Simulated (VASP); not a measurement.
# Hf2Pd2Se2Br2O3 (P6/mmm) in VASP: relaxation of cell and atoms with PBE

Aim: the relaxation of cell and atoms of Hf2Pd2Se2Br2O3 with PBE.

All numbers are computed with VASP 6.6.1; they aren't measurements. Logs are shortened: lines on timing, memory, paths and dates and some standing lists are left out, and cuts for length are marked.

### 1 The structure

The structure is hexagonal, space group P6/mmm (No. 191). The conventional cell has a = 5.252 Å, b = 5.252 Å, c = 8.922 Å, α = 90.00°, β = 90.00°, γ = 120.00°. Hf (site symmetry 6/mmm) is surrounded by 2 Br at 2.26 Å. Around Hf (site symmetry 6/mmm) lie 2 Br at 2.20 Å. Pd (site symmetry -6m2) is surrounded by 3 O at 1.52 Å. Se (site symmetry -6m2) is surrounded by 3 Se at 3.03 Å and 3 Hf at 3.03 Å. Br (site symmetry 6mm) is surrounded by 2 Hf at 2.20 to 2.26 Å. Around O (site symmetry mmm) lie 2 Pd at 1.52 Å.

The cell was built by a generator and needn't be a form met in nature.

### 2 Relaxation of cell and atoms, PBE

Contents of INCAR:

```
PREC = Normal
ENCUT = 520
EDIFF = 1E-4
ISMEAR = 0
SIGMA = 0.15
LREAL = Auto
LASPH = T
NELM = 60
ALGO = Fast
ISIF = 3
LWAVE = F
LCHARG = F
GGA = PE
IBRION = 2
NSW = 24
EDIFFG = -0.08
```

Contents of KPOINTS:

```
Automatic mesh
0
Gamma
  3 3 2
```

Contents of POSCAR:

```
Hf2Pd2Se2Br2O3
1.0
    5.2520107900      0.0000000000      0.0000000000
   -2.6260053900      4.5483747600      0.0000000000
    0.0000000000      0.0000000000      8.9216895200
Hf Pd Se Br O
2 2 2 2 3
Direct
    0.0000000000      0.0000000000      0.5000000000
    0.0000000000      0.0000000000      0.0000000000
    0.3333333300      0.6666666700      0.5000000000
    0.6666666700      0.3333333300      0.5000000000
    0.3333333300      0.6666666700      0.0000000000
    0.6666666700      0.3333333300      0.0000000000
    0.0000000000      0.0000000000      0.2461333200
    0.0000000000      0.0000000000      0.7538666800
    0.5000000000      0.0000000000      0.5000000000
    0.0000000000      0.5000000000      0.5000000000
    0.5000000000      0.5000000000      0.5000000000
```

Potentials or basis: VASP PAW PBE potentials, release 64 (Hf_pv, Pd, Se, Br, O).

The run is started by

```sh
> cat potpaw_PBE.64/Hf_pv/POTCAR potpaw_PBE.64/Pd/POTCAR potpaw_PBE.64/Se/POTCAR potpaw_PBE.64/Br/POTCAR potpaw_PBE.64/O/POTCAR > POTCAR
> mpirun -np 4 vasp_std > vasp.out
```

OUTCAR:

```text
PREC = Normal
   ENCUT = 520
   EDIFF = 1E-4
   ISMEAR = 0
   LREAL = Auto
   LASPH = T
   NELM = 60
   ISIF = 3
   GGA = PE
   IBRION = 2
   NSW = 24
   EDIFFG = -0.08

 ion  position               nearest neighbor table
   1  0.000  0.000  0.500-   7 2.26   8 2.26  10 2.63  10 2.63  11 2.63  11 2.63   9 2.63   9 2.63
                             3 3.03   4 3.03   4 3.03   3 3.03   4 3.03   3 3.03
   2  0.000  0.000  0.000-   7 2.20   8 2.20   5 3.03   6 3.03   5 3.03   6 3.03   6 3.03   5 3.03

   3  0.333  0.667  0.500-   9 1.52  10 1.52  11 1.52   4 3.03   1 3.03   4 3.03   1 3.03   1 3.03
                             4 3.03
   4  0.667  0.333  0.500-   9 1.52  10 1.52  11 1.52   3 3.03   1 3.03   3 3.03   1 3.03   1 3.03
                             3 3.03
   5  0.333  0.667  0.000-   2 3.03   2 3.03   2 3.03
   6  0.667  0.333  0.000-   2 3.03   2 3.03   2 3.03
   7  0.000  0.000  0.246-   2 2.20   1 2.26
   8  0.000  0.000  0.754-   2 2.20   1 2.26
   9  0.500  0.000  0.500-   3 1.52   4 1.52   1 2.63   1 2.63
  10  0.000  0.500  0.500-   3 1.52   4 1.52   1 2.63   1 2.63
  11  0.500  0.500  0.500-   3 1.52   4 1.52   1 2.63   1 2.63

  LATTYP: Found a hexagonal cell.
 ALAT       =     5.2520107900
 C/A-ratio  =     1.6987188101

  Lattice vectors:

 A1 = (   5.2520107900,   0.0000000000,   0.0000000000)
 A2 = (  -2.6260053900,   4.5483747600,   0.0000000000)
 A3 = (   0.0000000000,   0.0000000000,   8.9216895200)

Analysis of symmetry for initial positions (statically):
=====================================================================
 Subroutine PRICEL returns:
 Original cell was already a primitive cell.

 Routine SETGRP: Setting up the symmetry group for a
 hexagonal supercell.

 Subroutine GETGRP returns: Found 24 space group operations
 (whereof 24 operations were pure point group operations)
 out of a pool of 24 trial point group operations.

The static configuration has the point symmetry D_6h.

Analysis of symmetry for dynamics (positions and initial velocities):
=====================================================================
 Subroutine PRICEL returns:
 Original cell was already a primitive cell.

 Routine SETGRP: Setting up the symmetry group for a
 hexagonal supercell.

 Subroutine GETGRP returns: Found 24 space group operations
 (whereof 24 operations were pure point group operations)
 out of a pool of 24 trial point group operations.

The dynamic configuration has the point symmetry D_6h.

[... 137 lines left out ...]
--------------------------------------- Ionic step        1  -------------------------------------------

 number of electron      84.0000024 magnetization

 Free energy of the ion-electron system (eV)
  ---------------------------------------------------
  ext. energy  EPLUGINS =         0.00000000
  ---------------------------------------------------
  free energy    TOTEN  =       -31.78760022 eV

  energy without entropy =      -31.67757210  energy(sigma->0) =      -31.73258616

------------------------ aborting loop because EDIFF is reached ----------------------------------------

  FORCE on cell =-STRESS in cart. coord.  units (eV):
  Direction    XX          YY          ZZ          XY          YZ          ZX
  --------------------------------------------------------------------------------------
  -------------------------------------------------------------------------------------
  Total      110.3501090    110.3501087     57.4915789      0.0000001      0.0000000     -0.0000000
  in kB      829.5725876    829.5725857    432.2010943      0.0000009      0.0000000     -0.0000000
  external PRESSURE =     697.1154225 kB  Pullay stress =       0.0000000 kB
[... 32 lines left out ...]
--------------------------------------- Ionic step        2  -------------------------------------------

 number of electron      84.0000311 magnetization

------------------------ aborting loop EDIFF was not reached (unconverged)  ----------------------------

  FORCE on cell =-STRESS in cart. coord.  units (eV):
  Direction    XX          YY          ZZ          XY          YZ          ZX
  --------------------------------------------------------------------------------------
  -------------------------------------------------------------------------------------
  Total       20.7925433     20.7925432    -17.7869342      0.0000000      0.0000000      0.0000000
  in kB       56.6879280     56.6879278    -48.4935601      0.0000001      0.0000000      0.0000000
  external PRESSURE =      21.6274319 kB  Pullay stress =       0.0000000 kB
[... 71 lines left out ...]
  FREE ENERGIE OF THE ION-ELECTRON SYSTEM (eV)
  ---------------------------------------------------
  free  energy   TOTEN  =       -27.0875914330 eV

  energy  without entropy=      -26.6609324969  energy(sigma->0) =      -26.87426196

 E-fermi :  -2.1995     XC(G=0):  -5.7488

 val. band max:       -2.2089525777   @ k =   0.0000   0.0000   0.5000
 cond. band min:      -2.1971133757   @ k =   0.3333   0.3333   0.0000
 fundamental gap:      0.0118392021
 Fermi energy:        -2.1995234330

 k-point     1 :       0.0000    0.0000    0.0000
  band No.  band energies     occupation
      1     -35.8186      2.00000
      2     -35.8186      2.00000
      3     -35.8012      2.00000
      4     -35.7345      2.00000
      5     -35.7345      2.00000
      6     -35.5639      2.00000
[... 319 lines left out ...]
     51      -1.5257      0.00000
     52      -1.5165      0.00000

[... ionic steps 4 to 8 ...]

--------------------------------------- Ionic step        9  -------------------------------------------

 number of electron      83.9999967 magnetization

------------------------ aborting loop because EDIFF is reached ----------------------------------------
[... 85 lines left out ...]
--------------------------------------- Ionic step       11  -------------------------------------------

 number of electron      84.0000023 magnetization

 Free energy of the ion-electron system (eV)
  ---------------------------------------------------
  ext. energy  EPLUGINS =         0.00000000
  ---------------------------------------------------
  free energy    TOTEN  =       -51.20324125 eV

  energy without entropy =      -50.97237658  energy(sigma->0) =      -51.08780892

 E-fermi :   0.9144     XC(G=0):  -7.7456

 val. band max:        0.9031585823   @ k =   0.3333   0.0000   0.0000
 cond. band min:       1.0116174314   @ k =   0.3333   0.3333   0.0000
 fundamental gap:      0.1084588491
 Fermi energy:         0.9143531571

 k-point     1 :       0.0000    0.0000    0.0000
  band No.  band energies     occupation
      1     -32.2463      2.00000
      2     -32.2463      2.00000
      3     -32.1722      2.00000
      4     -32.1555      2.00000
      5     -31.8451      2.00000
      6     -31.8451      2.00000
[... 357 lines left out ...]
  FREE ENERGIE OF THE ION-ELECTRON SYSTEM (eV)
  ---------------------------------------------------
  free  energy   TOTEN  =       -51.2032412534 eV

  energy  without entropy=      -50.9723765773  energy(sigma->0) =      -51.08780892

 reached required accuracy - stopping structural energy minimisation
```

CONTCAR:

```text
Hf2Pd2Se2Br2O3
   1.00000000000000
     6.2259343968086300   -0.0000000008220322   -0.0000000000000000
    -3.1129671931890237    5.3918173457582030    0.0000000000000000
     0.0000000000000000    0.0000000000000000   10.1602545647197520
  Hf              Pd              Se              Br              O
     2     2     2     2     3
Direct
     0.0000000000000000    1.0000000000000000    0.5000000000000000
     0.0000000000000000    1.0000000000000000    0.0000000000000000
     0.3333333300000021    0.6666666699999979    0.5000000000000000
     0.6666666699999979    0.3333333300000021    0.5000000000000000
     0.3333333300000021    0.6666666699999979    0.0000000000000000
     0.6666666699999979    0.3333333300000021    0.0000000000000000
     0.0000000000000000    0.0000000000000000    0.2542667577378135
     0.0000000000000000    0.0000000000000000    0.7457332422621865
     0.5000000000000000    1.0000000000000000    0.5000000000000000
     0.0000000000000000    0.5000000000000000    0.5000000000000000
     0.5000000000000000    0.5000000000000000    0.5000000000000000

  0.00000000E+00  0.00000000E+00  0.00000000E+00
  0.00000000E+00  0.00000000E+00  0.00000000E+00
  0.00000000E+00  0.00000000E+00  0.00000000E+00
  0.00000000E+00  0.00000000E+00  0.00000000E+00
  0.00000000E+00  0.00000000E+00  0.00000000E+00
  0.00000000E+00  0.00000000E+00  0.00000000E+00
  0.00000000E+00  0.00000000E+00  0.00000000E+00
  0.00000000E+00  0.00000000E+00  0.00000000E+00
  0.00000000E+00  0.00000000E+00  0.00000000E+00
  0.00000000E+00  0.00000000E+00  0.00000000E+00
  0.00000000E+00  0.00000000E+00  0.00000000E+00
```

Run time: 5 min. Hardware: 4 MPI ranks of Intel Xeon Platinum 8259CL at 2.50GHz (Skylake/Cascade Lake), shared host; peak memory 0.16 GiB.

Results:

```yaml
Free_energy: -51.2032 eV
Relaxed_volume: 31.01 Å³/atom
Relaxed_cell: a = 6.226 Å, b = 6.226 Å, c = 10.160 Å, α = 90.00°, β = 90.00°, γ = 120.00°
Space_group_after_relaxing_to_0.05_Å: P6/mmm (No. 191)
Energy_gained_by_relaxing: 1765.1 meV/atom
Ionic_steps: 11
Pressure_after_relaxing: -0.3 GPa
Largest_force_after_relaxing: 0.014 eV/Å
Band_gap_on_the_k_mesh: none (metal or under the smearing width)
```

Forces in eV/Å, atoms in the order of the input:
```
Hf   0.000  0.000  0.000
Hf   0.000  0.000  0.000
Pd   0.000  0.000  0.000
Pd   0.000  0.000  0.000
Se   0.000  0.000  0.000
Se   0.000  0.000  0.000
Br   0.000  0.000  0.014
Br   0.000  0.000 -0.014
O    0.000  0.000  0.000
O    0.000  0.000  0.000
O    0.000  0.000  0.000
```

The path:
```csv
step,energy change (eV),largest force (eV/Å),pressure (GPa),volume (Å³)
1,0.0000,3.3804,69.71,213.12
2,-7.1016,0.2758,2.16,587.66
3,4.7000,0.1406,-14.58,663.66
4,-1.3751,0.1708,-13.88,599.76
5,-14.5208,3.5481,21.27,271.94
6,-19.1763,1.9114,-1.53,347.30
7,-19.2187,2.0749,0.26,339.60
8,-19.2084,1.8545,1.36,335.32
9,-19.3465,0.0877,0.91,336.19
10,-19.3591,0.6248,0.59,335.99
11,-19.4156,0.0141,-0.32,341.07
```

Final structure:
```
CELL_PARAMETERS angstrom
6.22593 0.00000 0.00000
-3.11297 5.39182 0.00000
0.00000 0.00000 10.16025
ATOMIC_POSITIONS crystal
Hf 0.00000 0.00000 0.50000
Hf 0.00000 0.00000 0.00000
Pd 0.33333 0.66667 0.50000
Pd 0.66667 0.33333 0.50000
Se 0.33333 0.66667 0.00000
Se 0.66667 0.33333 0.00000
Br 0.00000 0.00000 0.25427
Br 0.00000 0.00000 0.74573
O 0.50000 0.00000 0.50000
O 0.00000 0.50000 0.50000
O 0.50000 0.50000 0.50000
```

Levels at points of the mesh, in eV from the Fermi level:
| k point | band 38 | band 39 | band 40 | band 41 | band 42 | band 43 | band 44 | band 45 | band 46 | band 47 |
| --- | --- | --- | --- | --- | --- | --- | --- | --- | --- | --- |
| (0.00, 0.00, 0.00) | -0.71 | -0.20 | -0.20 | -0.04 | -0.04 | -0.02 | -0.02 | 0.11 | 0.34 | 0.66 |
| (0.00, 0.00, 0.50) | -0.63 | -0.31 | -0.31 | -0.04 | -0.04 | 0.12 | 0.34 | 0.65 | 0.65 | 0.83 |

Caveat: the k mesh is coarse (spacing up to 0.46 Å⁻¹), so the values aren't converged; the volume moved by over 15 % at a fixed basis, so the end points are rough; the relaxation stopped at a loose force limit of 0.08 eV/Å, so its end isn't a converged minimum.
